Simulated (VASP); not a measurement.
Here is the system:

```xyz
4
Lattice="0.0000 3.2775 3.2775 3.2775 0.0000 3.2775 3.2775 3.2775 0.0000" Properties=species:S:1:pos:R:3 pbc="T T T"
Ga     1.6387     1.6387     1.6387
Ga     4.9162     4.9162     4.9162
Ga     3.2775     3.2775     3.2775
Ag     0.0000     0.0000     0.0000
```

Computed with PBEsol GGA, VASP's PBE PAW potentials (set 64) (plane waves; VASP). Settings: 400 eV cut-off, Gaussian smearing of 0.050 eV, potentials Ga_d Ag.

### Question
Give the energies of bands 17 to 29 at the high-symmetry points, in eV from the Fermi level.

### Answer

```
band      Γ      X      U      L      W
----  -----  -----  -----  -----  -----
17    -5.36  -7.46  -7.20  -8.07  -6.97
18    -5.36  -6.38  -6.76  -5.32  -6.97
19    -5.36  -4.87  -4.96  -5.32  -5.34
20    -4.82  -4.87  -4.92  -4.82  -4.87
21    -4.82  -4.75  -4.74  -4.82  -4.51
22    -1.96  -4.17  -4.64  -4.57  -4.51
23    -0.14  -3.29  -4.17  -2.23  -4.25
24     0.69  -3.29  -2.53   0.15  -4.12
25     0.69  -2.13  -1.90   0.15   1.27
26     0.69  -1.75   1.38   0.20   1.27
27     1.52   6.37   3.55   0.20   1.67
28     1.52   6.37   4.62   0.84   2.67
29     1.52   6.67   4.89   5.66   6.36
```

It has no gap at this level: it comes out as a metal or semimetal.

The structure comes from a computed database's Ga3Ag entry (Fm-3m); how it stands against other phases isn't given here. It was relaxed first, which changed the volume by -7 %.
